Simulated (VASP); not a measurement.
Calculation: AM05 GGA, VASP's PBE PAW potentials (set 64) (plane waves; VASP).

VASP input:

File KPOINTS:
```
Automatic mesh
0
Gamma
14 14 8
0 0 0
```

**INCAR**
```
! general
SYSTEM  = Re
PREC    = Accurate
ENCUT   = 520
LREAL   = .False.
LASPH   = .True.   ! aspherical one-centre terms

! electronic loop
EDIFF   = 1E-6   ! SCF stop (eV)
NELM    = 100
ALGO    = Normal   ! blocked Davidson
LMAXMIX = 6   ! l cut-off of mixed one-centre charges

! smearing
ISMEAR  = 1
SIGMA   = 0.1   ! width (eV)

! functional
GGA     = AM

! ions
IBRION  = 2
NSW     = 60
ISIF    = 3
EDIFFG  = -0.01

! output
LWAVE   = .False.
LCHARG  = .False.
```

POSCAR:
```
Re
1.0
  1.3800000000  -2.3902300000   0.0000000000
  1.3800000000   2.3902300000   0.0000000000
  0.0000000000   0.0000000000   4.4600000000
Re
2
direct
  0.3333330000   0.6666670000   0.2500000000
  0.6666670000   0.3333330000   0.7500000000
```

POTCAR, in this order: Re (PBE.64 set). Program: vasp_std.

Output

**OUTCAR**
```
 ion  position               nearest neighbor table
   1  0.333  0.667  0.250-   2 2.74   2 2.74   2 2.74   2 2.74   2 2.74   2 2.74
   2  0.667  0.333  0.750-   1 2.74   1 2.74   1 2.74   1 2.74   1 2.74   1 2.74
  LATTYP: Found a hexagonal cell.
 ALAT       =     2.7599999009
 C/A-ratio  =     1.6159420870
 Subroutine PRICEL returns:
 Original cell was already a primitive cell.
 Subroutine GETGRP returns: Found 24 space group operations
The static configuration has the point symmetry D_3d.
 The point group associated with its full space group is D_6h.
The dynamic configuration has the point symmetry D_3d.
 Subroutine INISYM returns: Found 24 space group operations
 Subroutine IBZKPT returns following result:
 Found    120 irreducible k-points:

 Following reciprocal coordinates:
            Coordinates               Weight
  0.000000  0.000000  0.000000      1.000000
  0.071429  0.000000  0.000000      6.000000
  0.142857 -0.000000  0.000000      6.000000
  0.214286  0.000000  0.000000      6.000000
  0.285714 -0.000000  0.000000      6.000000
  0.357143 -0.000000  0.000000      6.000000
  0.428571  0.000000  0.000000      6.000000
...
```

OSZICAR:
```
       N       E                     dE             d eps       ncg     rms          rms(c)
DAV:   1     0.284495991773E+02    0.28450E+02   -0.69980E+03  4701   0.159E+03
DAV:   2    -0.206391395607E+02   -0.49089E+02   -0.41533E+02  4065   0.317E+02
DAV:   3    -0.273934336408E+02   -0.67543E+01   -0.54662E+01  4403   0.268E+02
DAV:   4    -0.277659037392E+02   -0.37247E+00   -0.32800E+00  4930   0.275E+01
DAV:   5    -0.277775010785E+02   -0.11597E-01   -0.11287E-01  4525   0.335E+00    0.419E+01
DAV:   6    -0.266598361184E+02    0.11177E+01   -0.11369E+00  4938   0.325E+01    0.169E+01
DAV:   7    -0.262865256964E+02    0.37331E+00   -0.78655E-01  5103   0.260E+01    0.693E-01
DAV:   8    -0.262719510116E+02    0.14575E-01   -0.11502E-02  5148   0.123E+00    0.173E-01
DAV:   9    -0.262712015175E+02    0.74949E-03   -0.50169E-04  4976   0.229E-01    0.355E-02
DAV:  10    -0.262711915282E+02    0.99894E-05   -0.50935E-05  4523   0.644E-02    0.437E-03
DAV:  11    -0.267508616423E+02   -0.47967E+00   -0.47967E+00  2421   0.203E-02    0.470E-01
DAV:  12    -0.296370703556E+02   -0.28862E+01   -0.39267E+01  2369   0.106E+00    0.896E-01
DAV:  13    -0.262690912243E+02    0.33680E+01   -0.48397E+00  2262   0.843E-01    0.979E-03
DAV:  14    -0.262690884226E+02    0.28017E-05   -0.32695E-07  2073   0.309E-02    0.116E-02
DAV:  15    -0.262690673441E+02    0.21078E-04    0.17653E-05  2268   0.436E-02    0.407E-03
DAV:  16    -0.262706714722E+02   -0.16041E-02    0.83385E-04  1956   0.457E-02    0.123E-02
DAV:  17    -0.262711741275E+02   -0.50266E-03   -0.50713E-03  1929   0.674E-02    0.965E-03
DAV:  18    -0.262711901425E+02   -0.16015E-04   -0.16659E-04  1895   0.300E-02    0.725E-03
DAV:  19    -0.262711916786E+02   -0.15361E-05   -0.15902E-05  1879   0.151E-02    0.857E-03
DAV:  20    -0.262711913385E+02    0.34010E-06   -0.79676E-06  1892   0.502E-02
   1 F= -.26271191E+02 E0= -.26271480E+02  d E =-.262712E+02
       N       E                     dE             d eps       ncg     rms          rms(c)
DAV:   1    -0.262534040923E+02    0.17788E-01   -0.38120E+01  2640   0.422E+02    0.188E+01
DAV:   2    -0.261138394605E+02    0.13956E+00   -0.29228E-01  4496   0.180E+01    0.660E+00
DAV:   3    -0.260549431307E+02    0.58896E-01   -0.11620E-01  4304   0.123E+01    0.761E-01
DAV:   4    -0.260543439060E+02    0.59922E-03   -0.35995E-03  5079   0.145E+00    0.454E-01
DAV:   5    -0.260545134925E+02   -0.16959E-03   -0.12904E-03  5064   0.109E+00    0.869E-02
DAV:   6    -0.260545558485E+02   -0.42356E-04   -0.39033E-05  5064   0.206E-01    0.144E-02
DAV:   7    -0.260545570371E+02   -0.11887E-05   -0.82772E-07  2098   0.628E-02    0.493E-03
DAV:   8    -0.260545572355E+02   -0.19832E-06   -0.22872E-07  1785   0.112E-02
   2 F= -.26054557E+02 E0= -.26054621E+02  d E =0.216634E+00
       N       E                     dE             d eps       ncg     rms          rms(c)
DAV:   1    -0.264214094047E+02   -0.36685E+00   -0.15729E+01  3288   0.233E+02    0.138E+01
DAV:   2    -0.263155141234E+02    0.10590E+00   -0.18385E-01  4173   0.154E+01    0.548E+00
DAV:   3    -0.262819053771E+02    0.33609E-01   -0.85118E-02  4438   0.102E+01    0.446E-01
DAV:   4    -0.262822630686E+02   -0.35769E-03   -0.12438E-03  4865   0.355E-01    0.125E-01
DAV:   5    -0.262824222815E+02   -0.15921E-03   -0.49111E-04  5058   0.537E-01    0.523E-02
DAV:   6    -0.262824610316E+02   -0.38750E-04   -0.40960E-05  4996   0.166E-01    0.999E-03
DAV:   7    -0.262824623321E+02   -0.13006E-05   -0.80554E-07  1844   0.536E-02    0.201E-03
DAV:   8    -0.262824624315E+02   -0.99368E-07   -0.25554E-07  1698   0.170E-02
   3 F= -.26282462E+02 E0= -.26282755E+02  d E =-.112711E-01
       N       E                     dE             d eps       ncg     rms          rms(c)
DAV:   1    -0.262824846547E+02   -0.22323E-04   -0.11104E-03  2752   0.207E+00    0.106E-01
DAV:   2    -0.262824792901E+02    0.53645E-05   -0.14975E-05  4141   0.139E-01    0.382E-02
DAV:   3    -0.262824769493E+02    0.23408E-05   -0.21791E-06  1604   0.812E-02    0.952E-03
DAV:   4    -0.262824771592E+02   -0.20989E-06   -0.42807E-06  2629   0.191E-02
   4 F= -.26282477E+02 E0= -.26282769E+02  d E =-.112858E-01
       N       E                     dE             d eps       ncg     rms          rms(c)
DAV:   1    -0.262824765564E+02    0.39289E-06   -0.38820E-04  2698   0.124E+00    0.724E-02
DAV:   2    -0.262824746577E+02    0.18987E-05   -0.31285E-06  2395   0.843E-02    0.265E-02
DAV:   3    -0.262824740069E+02    0.65083E-06   -0.10167E-06  1452   0.490E-02
   5 F= -.26282474E+02 E0= -.26282766E+02  d E =-.112827E-01
       N       E                     dE             d eps       ncg     rms          rms(c)
DAV:   1    -0.262826130503E+02   -0.13839E-03   -0.11271E-02  4014   0.390E+00    0.603E-02
DAV:   2    -0.262825079199E+02    0.10513E-03   -0.14057E-04  4774   0.160E-01    0.290E-02
DAV:   3    -0.262824790921E+02    0.28828E-04   -0.64388E-05  5013   0.113E-01    0.487E-03
DAV:   4    -0.262824790481E+02    0.43983E-07   -0.92328E-07  1992   0.160E-02
   6 F= -.26282479E+02 E0= -.26282790E+02  d E =-.504123E-05
       N       E                     dE             d eps       ncg     rms          rms(c)
DAV:   1    -0.262825310106E+02   -0.51919E-04   -0.24955E-03  4001   0.186E+00    0.278E-02
DAV:   2    -0.262825078366E+02    0.23174E-04   -0.31298E-05  4750   0.770E-02    0.133E-02
DAV:   3    -0.262825012851E+02    0.65515E-05   -0.10912E-05  3460   0.537E-02    0.461E-03
DAV:   4    -0.262825013507E+02   -0.65614E-07   -0.78613E-07  1626   0.273E-02
   7 F= -.26282501E+02 E0= -.26282805E+02  d E =-.273439E-04
       N       E                     dE             d eps       ncg     rms          rms(c)
DAV:   1    -0.262825016429E+02   -0.35778E-06   -0.24166E-05  4058   0.177E-01    0.255E-03
DAV:   2    -0.262825014544E+02    0.18850E-06   -0.11278E-07  1413   0.648E-03
   8 F= -.26282501E+02 E0= -.26282804E+02  d E =-.274476E-04
       N       E                     dE             d eps       ncg     rms          rms(c)
DAV:   1    -0.262825116164E+02   -0.99735E-05   -0.59428E-03  3012   0.477E+00    0.237E-01
DAV:   2    -0.262824794825E+02    0.32134E-04   -0.68000E-05  4294   0.306E-01    0.859E-02
DAV:   3    -0.262824661446E+02    0.13338E-04   -0.26784E-05  4212   0.181E-01    0.103E-02
DAV:   4    -0.262824660295E+02    0.11510E-06   -0.10553E-07  1368   0.133E-02
   9 F= -.26282466E+02 E0= -.26282771E+02  d E =0.354249E-04
       N       E                     dE             d eps       ncg     rms          rms(c)
DAV:   1    -0.262825305373E+02   -0.64393E-04   -0.36793E-03  3047   0.374E+00    0.180E-01
DAV:   2    -0.262825118562E+02    0.18681E-04   -0.44297E-05  4337   0.242E-01    0.635E-02
DAV:   3    -0.262825050011E+02    0.68551E-05   -0.16416E-05  3921   0.141E-01    0.864E-03
DAV:   4    -0.262825048997E+02    0.10140E-06   -0.74575E-08  1392   0.120E-02
  10 F= -.26282505E+02 E0= -.26282808E+02  d E =-.344526E-05
```

### OUTCAR
```
------------------------ aborting loop because EDIFF is reached ----------------------------------------
  FORCE on cell =-STRESS in cart. coord.  units (eV):
  Direction    XX          YY          ZZ          XY          YZ          ZX
  --------------------------------------------------------------------------------------
  Total       -0.0011791     -0.0011791      0.0000106     -0.0000000      0.0000000      0.0000000
  in kB       -0.0653470     -0.0653469      0.0005852     -0.0000000      0.0000000      0.0000000
  external PRESSURE =      -0.0433696 kB  Pullay stress =       0.0000000 kB
  volume of cell :       28.91
      direct lattice vectors                 reciprocal lattice vectors
     1.371282747 -2.375131276  0.000000000     0.364622104 -0.210514680 -0.000000000
     1.371282747  2.375131276  0.000000000     0.364622104  0.210514680 -0.000000000
     0.000000000 -0.000000000  4.437964854    -0.000000000 -0.000000000  0.225328508
 POSITION                                       TOTAL-FORCE (eV/Angst)
 -----------------------------------------------------------------------------------
      1.37128      0.79171      1.10949         0.000000      0.000000      0.000000
      1.37128     -0.79171      3.32847        -0.000000     -0.000000      0.000000
 -----------------------------------------------------------------------------------
    total drift:                               -0.000000      0.000007     -0.000016
  FREE ENERGIE OF THE ION-ELECTRON SYSTEM (eV)
  ---------------------------------------------------
  free  energy   TOTEN  =       -26.2825048997 eV

  energy  without entropy=      -26.2834138830  energy(sigma->0) =      -26.28280789

 reached required accuracy - stopping structural energy minimisation
```
(Selected blocks of OUTCAR.)

### CONTCAR
```
Re
   1.00000000000000
     1.3712827466310171   -2.3751312764307753    0.0000000000000000
     1.3712827466310171    2.3751312764307753    0.0000000000000000
     0.0000000000000000   -0.0000000000000000    4.4379648535598895
  Re
     2
Direct
     0.3333330000000032    0.6666669999999968    0.2500000000000000
     0.6666669999999968    0.3333330000000032    0.7500000000000000
```

The compound is Re in the hcp structure. This run relaxes it. Symmetry was kept, so distortions that lower it aren't found.
